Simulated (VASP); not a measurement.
Output of a VASP run:

File OSZICAR:
```
       N       E                     dE             d eps       ncg     rms          rms(c)
DAV:   1     0.287953108765E+00    0.28795E+00   -0.13428E+03   912   0.479E+02
DAV:   2    -0.299316678790E+01   -0.32811E+01   -0.31723E+01  1236   0.306E+01
DAV:   3    -0.302015555842E+01   -0.26989E-01   -0.26978E-01  1290   0.346E+00
DAV:   4    -0.302022664823E+01   -0.71090E-04   -0.71088E-04  1254   0.158E-01
DAV:   5    -0.302022688986E+01   -0.24163E-06   -0.24150E-06  1236   0.780E-03    0.961E-01
DAV:   6    -0.301382289895E+01    0.64040E-02   -0.48809E-04  1122   0.267E-01    0.615E-01
DAV:   7    -0.300633765830E+01    0.74852E-02   -0.18794E-03  1020   0.458E-01    0.332E-02
DAV:   8    -0.300634710466E+01   -0.94464E-05   -0.12090E-05  1476   0.312E-02    0.741E-03
DAV:   9    -0.300634593474E+01    0.11699E-05   -0.12065E-06  1044   0.781E-03    0.642E-04
DAV:  10    -0.300634576787E+01    0.16687E-06   -0.68195E-09   714   0.732E-04
   1 F= -.34247052E+01 E0= -.34248235E+01  d E =-.342471E+01
```

**OUTCAR**
```
------------------------ aborting loop because EDIFF is reached ----------------------------------------
 Edisp (eV)   -0.41836
  FORCE on cell =-STRESS in cart. coord.  units (eV):
  Direction    XX          YY          ZZ          XY          YZ          ZX
  --------------------------------------------------------------------------------------
  Total       0.01467     0.01467    -0.00528     0.00000    -0.00000    -0.00000
  in kB       0.53484     0.53484    -0.19253     0.00000    -0.00000    -0.00000
  external pressure =        0.29 kB  Pullay stress =        0.00 kB
  volume of cell :       43.96
      direct lattice vectors                 reciprocal lattice vectors
     1.584753382 -2.744873811  0.000000000     0.315506505 -0.182157736  0.000000000
     1.584753382  2.744873811  0.000000000     0.315506505  0.182157736  0.000000000
     0.000000000  0.000000000  5.052639784     0.000000000  0.000000000  0.197916345
 POSITION                                       TOTAL-FORCE (eV/Angst)
 -----------------------------------------------------------------------------------
      1.58475      0.91496      1.26316        -0.000000     -0.000000      0.000000
      1.58475     -0.91496      3.78948         0.000000      0.000000      0.000000
 -----------------------------------------------------------------------------------
    total drift:                               -0.000001     -0.000006      0.000001
  FREE ENERGIE OF THE ION-ELECTRON SYSTEM (eV)
  ---------------------------------------------------
  free  energy   TOTEN  =        -3.4247051896 eV

  energy  without entropy=       -3.4250600398  energy(sigma->0) =       -3.42482347

 reached required accuracy - stopping structural energy minimisation
```
(Selected blocks of OUTCAR.)

File POSCAR:
```
Mg
1
    1.5847533818    -2.7448738112     0.0000000000
    1.5847533818     2.7448738112     0.0000000000
   -0.0000000000     0.0000000000     5.0526397841
Mg
2
Direct
  0.3333330000   0.6666670000   0.2500000000
  0.6666670000   0.3333330000   0.7500000000
```

Question: Write an INCAR and KPOINTS that could have produced this output.

Answer: Several could match; the one computed here: the input of the run itself, PBE GGA with D3 dispersion (zero damping), plane waves, VASP's PBE PAW potentials (set 64).

INCAR:
```
SYSTEM = Mg
PREC = Accurate
ENCUT = 520
EDIFF = 1E-6
NELM = 100
ALGO = Normal
LREAL = .FALSE.
LASPH = .TRUE.
ISMEAR = 1
SIGMA = 0.1
GGA = PE
IVDW = 11
LWAVE = .FALSE.
LCHARG = .FALSE.
IBRION = 2
ISIF = 3
NSW = 60
EDIFFG = -0.01
```

KPOINTS:
```
Automatic mesh
0
Gamma
12 12 7
0 0 0
```

POTCAR, in this order: Mg (PBE.64 set). Program: vasp_std.

The compound is Mg in the hcp structure. It was relaxed first, which changed the volume by -5 %. The start is the result of an earlier pass.
